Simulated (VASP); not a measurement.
An input for Ansatz (written as the equivalent of a VASP run, and not itself run):

Ansatz 0.2 input:
```yaml
crystal:
  lattice:
    - [4.1682890, 0.0000000, 0.0000000]
    - [0.0000000, 4.1682890, 0.0000000]
    - [0.0000000, 0.0000000, 7.3395510]
  atoms:
    - { symbol: Ti, position: [-0.0084870, 0.5011500, -0.0012480] }
    - { symbol: Ti, position: [0.4961210, -0.0131790, 0.5038790] }
    - { symbol: Sb, position: [-0.0080990, 0.0094910, 0.2516890] }
    - { symbol: Sb, position: [0.0204660, 0.0025380, 0.7456810] }
kpoints:
  mp_grid: { grid: [4, 4, 3] }
hamiltonian:
  xc: pbe
  pseudopotentials: { kind: paw }
scf:
  occupations: { method: gaussian, width: 0.2 }
  max_iter: 100
output: { forces: true, stress: true, eigenvalues: true }
```

Task: Write the VASP files for the same calculation (PBE).

Result: Several could match; the one computed here: 
File POSCAR:
```
TiSb
1
    4.1682890000     0.0000000000     0.0000000000
    0.0000000000     4.1682890000     0.0000000000
    0.0000000000     0.0000000000     7.3395510000
Ti Sb
2 2
Direct
 -0.0084870000   0.5011500000  -0.0012480000
  0.4961210000  -0.0131790000   0.5038790000
 -0.0080990000   0.0094910000   0.2516890000
  0.0204660000   0.0025380000   0.7456810000
```

KPOINTS:
```
Automatic
0
Gamma
  4 4 3
0 0 0
```

**INCAR**
```
! general
SYSTEM =TiSb
PREC   =Accurate
ENCUT  =300   ! plane-wave cut-off (eV)
LREAL  =.FALSE.   ! projection in real space or not
LASPH  =.TRUE.   ! aspherical one-centre terms

! electronic loop
EDIFF  =1E-6
NELM   =100   ! most electronic steps
ALGO   =Normal   ! blocked Davidson
LMAXMIX=4   ! l cut-off of mixed one-centre charges

! smearing
ISMEAR =0   ! Gaussian
SIGMA  =0.2   ! width (eV)

! functional
GGA    =PE

! ions
ISIF   =2

! output
LWAVE  =.FALSE.
LCHARG =.FALSE.
```

POTCAR, in this order: Ti_sv Sb (PBE.64 set). Program: vasp_std.

The two are equivalent in intent, not identical: each code has its own PAW files, so the cut-off isn't converted (ENCUT is set for VASP's; basis.ecutwfc is left out, and Ansatz then takes the one that its files recommend); Ansatz stops its SCF on the density residual and VASP on the energy change (EDIFF).

The structure was generated: TiSb was put into an ordered model structure, which need not be its known phase. The cell was not relaxed at this level, atoms are displaced from their ideal sites. The k-mesh is coarse (spacing up to 0.38 per Å, 2π included), so the numbers may not be converged in it.
